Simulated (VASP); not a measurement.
Level of theory: PBEsol GGA, VASP's PBE PAW potentials (set 64) (plane waves; VASP).

Input for VASP

### POSCAR
```
ZnInGaO4
17.0445660
  0.0947928507   0.0547287036   0.5000000000
 -0.0947928507   0.0547287036   0.5000000000
  0.0000000000  -0.1094573485   0.5000000000
In Ga Zn O
1 1 1 4
Cartesian
  0.0000000000   0.0000000000   0.0000000000
 -0.0000000000   0.0000000459   1.1743500000
 -0.0000000000   0.0000000127   0.3256500000
  0.0000000000   0.0000000511   1.3077000000
 -0.0000000000   0.0000000075   0.1923000000
  0.0000000000   0.0000000415   1.0608000000
 -0.0000000000   0.0000000172   0.4392000000
```

### INCAR
```
ALGO = Normal
EDIFF = 1E-6
ENCUT = 400
GGA = PS
ISIF = 2
ISMEAR = 1
LASPH = .TRUE.
LCHARG = .FALSE.
LMAXMIX = 4
LREAL = .FALSE.
LWAVE = .FALSE.
NELM = 100
PREC = Accurate
SIGMA = 0.3
SYSTEM = ZnInGaO4
```

File KPOINTS:
```
Automatic mesh
0
Gamma
11 11 11
0 0 0
```

POTCAR, in this order: In_d Ga_d Zn O (PBE.64 set). Program: vasp_std.

The run wrote:

OSZICAR:
```
       N       E                     dE             d eps       ncg     rms          rms(c)
DAV:   1     0.671315431976E+03    0.67132E+03   -0.25586E+04 11278   0.228E+03
DAV:   2     0.602146044637E+02   -0.61110E+03   -0.58617E+03 11939   0.568E+02
DAV:   3    -0.392560212374E+02   -0.99471E+02   -0.97328E+02 11725   0.213E+02
DAV:   4    -0.454962448924E+02   -0.62402E+01   -0.61826E+01 14789   0.561E+01
DAV:   5    -0.456663756955E+02   -0.17013E+00   -0.16983E+00 13676   0.884E+00    0.190E+01
DAV:   6    -0.398551385403E+02    0.58112E+01   -0.20724E+01 19684   0.724E+01    0.118E+01
DAV:   7    -0.400187661112E+02   -0.16363E+00   -0.32520E+00 11979   0.138E+01    0.589E+00
DAV:   8    -0.399529260895E+02    0.65840E-01   -0.46138E-01 16483   0.573E+00    0.243E+00
DAV:   9    -0.399298640470E+02    0.23062E-01   -0.13342E-01 19168   0.477E+00    0.364E-01
DAV:  10    -0.399295901240E+02    0.27392E-03   -0.17102E-02 14485   0.119E+00    0.165E-01
DAV:  11    -0.399295720589E+02    0.18065E-04   -0.38330E-03 14976   0.446E-01    0.763E-02
DAV:  12    -0.399296672309E+02   -0.95172E-04   -0.41766E-04 13196   0.209E-01    0.311E-02
DAV:  13    -0.399296949901E+02   -0.27759E-04   -0.82128E-05 13462   0.102E-01    0.151E-02
DAV:  14    -0.399296948247E+02    0.16543E-06   -0.18750E-05 13983   0.377E-02    0.841E-03
DAV:  15    -0.399296953790E+02   -0.55439E-06   -0.40933E-06 12646   0.176E-02
   1 F= -.39929695E+02 E0= -.39931015E+02  d E =0.395925E-02
```

OUTCAR:
```
------------------------ aborting loop because EDIFF is reached ----------------------------------------
  FORCE on cell =-STRESS in cart. coord.  units (eV):
  Direction    XX          YY          ZZ          XY          YZ          ZX
  --------------------------------------------------------------------------------------
  Total        5.3972616      5.3972628      1.3583188      0.0000000      0.0000001      0.0000000
  in kB      112.2055563    112.2055814     28.2385630      0.0000000      0.0000011      0.0000000
  external PRESSURE =      84.2165669 kB  Pullay stress =       0.0000000 kB
  volume of cell :       77.07
      direct lattice vectors                 reciprocal lattice vectors
     1.615703000  0.932827000  8.522283000     0.309462816  0.178668420  0.039113143
    -1.615703000  0.932827000  8.522283000    -0.309462816  0.178668420  0.039113143
     0.000000000 -1.865653000  8.522283000     0.000000000 -0.357336840  0.039113164
 POSITION                                       TOTAL-FORCE (eV/Angst)
 -----------------------------------------------------------------------------------
      0.00000      0.00000      0.00000         0.000000     -0.000000     -1.659138
      0.00000      0.00000     20.01629         0.000000      0.000000      1.144834
      0.00000      0.00000      5.55056         0.000000      0.000000      0.395568
      0.00000      0.00000     22.28918         0.000000     -0.000000     -1.862333
      0.00000      0.00000      3.27767         0.000000     -0.000000     -1.311605
      0.00000      0.00000     18.08088         0.000000      0.000000      2.258234
      0.00000      0.00000      7.48597         0.000000      0.000000      1.034439
 -----------------------------------------------------------------------------------
    total drift:                               -0.000000     -0.000003     -0.000538
  FREE ENERGIE OF THE ION-ELECTRON SYSTEM (eV)
  ---------------------------------------------------
  free  energy   TOTEN  =       -39.9296953790 eV

  energy  without entropy=      -39.9336546264  energy(sigma->0) =      -39.93101513
```
(Selected blocks of OUTCAR.)

At this cut-off the stress carries a Pulay error, which pulls relaxed volumes low.

The structure was generated: ZnInGaO4 was put into an ordered model structure, which need not be its known phase. The cell was not relaxed at this level. The run is one of a series of settings (SIGMA = 0.3, KPOINTS 11×11×11 Γ-centred mesh against the base run), some of them coarse on purpose.
